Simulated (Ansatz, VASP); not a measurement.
Two plane-wave programs on Ta4O

INCAR

```
SYSTEM = Ta4O
PREC     = Accurate       ! precision mode
ENCUT    = 520            ! plane-wave cutoff, eV
EDIFF    = 1E-7           ! SCF threshold, eV
ISMEAR   = 0              ! smearing method
SIGMA    = 0.1            ! smearing width, eV
LREAL    = .FALSE.        ! projectors in reciprocal space
LASPH    = .TRUE.         ! aspherical terms in the spheres
NELM     = 60             ! most SCF steps
ALGO     = Normal         ! electronic algorithm
ISIF     = 2              ! what is computed and relaxed
LWAVE    = .FALSE.        ! write WAVECAR
LCHARG   = .FALSE.        ! write CHGCAR
GGA      = PE             ! functional
NBANDS   = 33             ! bands
```

The input KPOINTS:

```
Automatic mesh
0
G
  6 6 2
  0 0 0
```

Contents of POSCAR:

```
Ta4O
1.0
    3.2320470291     -0.0152481768      0.0288595295
   -0.0152481768      3.2607564900     -0.0239794059
    0.0656424534     -0.0545423666      7.3830922482
Ta O
4 1
Direct
    0.0557881040      0.0175980815      0.4959207976
    0.5099888585      0.4844793375      0.7830196518
    0.4958958890      0.5104955771      0.2247411169
    0.0271957279      0.0119959521     -0.0099535760
    0.4860972249      0.4512680640      0.5148622201
```

Input for Ansatz:

```yaml
crystal:
  lattice:
    - [3.2320470291, -0.0152481768, 0.0288595295]
    - [-0.0152481768, 3.26075649, -0.0239794059]
    - [0.0656424534, -0.0545423666, 7.3830922482]
  atoms:
    - { symbol: Ta, position: [0.055788104, 0.0175980815, 0.4959207976] }
    - { symbol: Ta, position: [0.5099888585, 0.4844793375, 0.7830196518] }
    - { symbol: Ta, position: [0.495895889, 0.5104955771, 0.2247411169] }
    - { symbol: Ta, position: [0.0271957279, 0.0119959521, -0.009953576] }
    - { symbol: O, position: [0.4860972249, 0.451268064, 0.5148622201] }
basis:
  ecutwfc: 420
kpoints:
  mp_grid: { grid: [6, 6, 2] }
hamiltonian:
  xc: pbe
scf:
  occupations: { method: gaussian, width: 0.1 }
output:
  forces: true
  stress: true
  eigenvalues: true
```

Change from the starting cell: kmesh displaced: [6, 6, 2] Gamma-centred.

Alike in both runs: task single point; functional PBE; k mesh 6 × 6 × 2; occupations gaussian, width 0.1 eV; no spin polarisation.

```csv
,VASP,Ansatz
version,VASP 6.6.1,Ansatz 0.2.0
potentials or method,"VASP PAW PBE potentials, release 64 (Ta_pv, O)","scalar-relativistic, plane waves, PAW"
plane-wave cutoff (eV),520,420
valence electrons in the cell,50,58
```

VASP gave:

```
gap on the k mesh at the Fermi level (eV)       : none
pressure (GPa)                                  : 7.5
largest component of the traceless stress (GPa) : 6.06
rms of the force components (eV/Å)              : 1.281
```

Question: Estimate Ansatz's values.

Answer: gap on the k mesh at the Fermi level (eV): none; pressure (GPa): 7.1; largest component of the traceless stress (GPa): 5.94; rms of the force components (eV/Å): 1.257.

Atom by atom the forces differ by 0.030 eV/Å (rms over components). A gap of «none» marks a metal or a gap that the smearing closes. The functional is the same, so the differences come from potentials, cutoffs and numerics. The two sets of potentials don't hold the same shells in valence.

Caveats: the k mesh is coarse (spacing up to 0.43 Å⁻¹), so the values aren't converged; forces of over 1 eV/Å show positions far from the minimum, so gaps and moduli don't describe the material at rest. Spin-orbit coupling is left out, which matters for the levels of Ta.
